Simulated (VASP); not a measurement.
An input for Quantum ESPRESSO's pw.x (written as the equivalent of a VASP run, and not itself run):

```
&CONTROL
  calculation = 'vc-relax'
  pseudo_dir = './pseudo'
  outdir = './out'
  tprnfor = .true.
  tstress = .true.
  nstep = 40
  forc_conv_thr = 0.00078
/
&SYSTEM
  ibrav = 0
  nat = 6
  ntyp = 2
  ecutwfc = 84
  occupations = 'smearing'
  smearing = 'gaussian'
  degauss = 0.003675
  input_dft = 'pz'
/
&ELECTRONS
  conv_thr = 7.3e-08
  electron_maxstep = 100
/
&IONS
/
&CELL
/
ATOMIC_SPECIES
  Zn 65.380 Zn.upf
  F 18.998 F.upf
CELL_PARAMETERS angstrom
     4.6396843    0.0000000    0.0000000
    -0.0000000    4.6396843    0.0000000
     0.0000000    0.0000000    3.0938286
ATOMIC_POSITIONS crystal
  Zn   1.0000000  1.0000000  0.0000000
  Zn   0.5000000  0.5000000  0.5000000
  F    0.3032237  0.3032237  0.0000000
  F    0.8032237  0.1967763  0.5000000
  F    0.1967763  0.8032237  0.5000000
  F    0.6967763  0.6967763  1.0000000
K_POINTS automatic
  5 5 7 0 0 0
```

Write the VASP files for the same calculation (LDA).

Several could match; the one computed here: 
File KPOINTS:
```
Automatic mesh
0
Gamma
5 5 7
0 0 0
```

### POSCAR
```
ZnF2
1
    4.6396842749     0.0000000000     0.0000000000
   -0.0000000000     4.6396842749     0.0000000000
    0.0000000000     0.0000000000     3.0938285647
Zn F
2 4
Direct
  1.0000000000   1.0000000000   0.0000000000
  0.5000000000   0.5000000000   0.5000000000
  0.3032236721   0.3032236721   0.0000000000
  0.8032236721   0.1967763279   0.5000000000
  0.1967763279   0.8032236721   0.5000000000
  0.6967763279   0.6967763279   1.0000000000
```

**INCAR**
```
ALGO  =  Normal
EDIFF  =  1E-6
EDIFFG  =  -0.02
ENCUT  =  620
IBRION  =  2
ISIF  =  3
ISMEAR  =  0
LASPH  =  .TRUE.
LCHARG  =  .FALSE.
LMAXMIX  =  4
LREAL  =  .FALSE.
LWAVE  =  .FALSE.
NELM  =  100
NSW  =  40
PREC  =  Accurate
SIGMA  =  0.05
SYSTEM  =  ZnF2
```

POTCAR, in this order: Zn F (LDA.64 set). Program: vasp_std.

Limits of the translation: the potentials are each code's own (VASP's PAW set, PseudoDojo norm-conserving files in pw.x), so ENCUT and ecutwfc are chosen apart and not converted; conv_thr bounds pw.x's estimated SCF error, while EDIFF bounds the energy change between steps; forc_conv_thr acts on force components and is met together with etot_conv_thr.

The compound is ZnF2 in the rutile structure. This run relaxes it. Symmetry was kept, so distortions that lower it aren't found.
